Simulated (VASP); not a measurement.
The system is CrO2.

```xyz
6
Lattice="4.4210 0.0000 0.0000 0.0000 4.4210 0.0000 0.0000 0.0000 2.9170" Properties=species:S:1:pos:R:3 pbc="T T T"
Cr    0.0000    0.0000    0.0000
Cr    2.2105    2.2105    1.4585
O     1.3307    1.3307    0.0000
O     0.8798    3.5412    1.4585
O     3.0903    3.0903    0.0000
O     3.5412    0.8798    1.4585
```

Base run:

| Property | Result |
| --- | --- |
| Program | VASP 6.6.1 |
| Functional | PBEsol |
| Potentials or basis | VASP PAW PBE potentials, release 64 (Cr_pv, O) |
| Cutoff | 520 eV |
| k mesh | 5 × 5 × 8 |
| Occupations | gaussian, width 0.05 eV |
| Spin | collinear spin, antiferromagnetic start |
| Starting moments | [3.0, -3.0, 0.0, 0.0, 0.0, 0.0] μB |
| Hubbard terms | Cr d U = 3.5 eV |

Its results: band gap on the k mesh 0.06 eV, indirect (least direct gap 0.54 eV); pressure 1.2 GPa; net moment 0.00 μB per cell; site moments Cr +2.02, -2.02; O -0.02, +0.02 μB; largest force 0.268 eV/Å.

Task: The run is repeated on the same cell with these changes: spin from collinear spin, antiferromagnetic start to collinear spin, ferromagnetic start; moments at the start from [3.0, -3.0, 0.0, 0.0, 0.0, 0.0] to [3.0, 3.0, 0.0, 0.0, 0.0, 0.0]. What comes out?

Result: Band gap on the k mesh none (metal or under the smearing width); pressure 1.8 GPa; net moment 4.00 μB per cell; site moments Cr +2.36; O -0.18 μB; largest force 0.028 eV/Å.

Caveats: the PAW data sets were made with another functional, which shifts forces and pressure a little; an odd mesh through Γ misses points on the zone boundary, where band edges often lie (some runs).

Not every run made on this cell is shown here.
